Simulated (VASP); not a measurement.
Data:

```
CELL_PARAMETERS angstrom
      0.00000     1.78160     1.78160
      1.78160     0.00000     1.78160
      1.78160     1.78160     0.00000
ATOMIC_POSITIONS crystal
  Cu 0.00000 0.00000 0.00000
```

Method: PBEsol GGA, VASP's PBE PAW potentials (set 64) (plane waves; VASP). Settings: 480 eV cut-off, 16×16×16 Γ-centred mesh, first-order Methfessel-Paxton smearing of 0.10 eV, potentials Cu.

### Question
Estimate the energy per atom (σ→0), band gap (on the k-mesh) with the smallest direct gap where there is one.

### Answer

```json
{
 "band gap (on the k-mesh)": "none (metal, semimetal or under 0.01 eV)",
 "energy per atom (σ→0)": "-4.308 eV/atom"
}
```

The compound is Cu in the fcc structure. It was relaxed first.
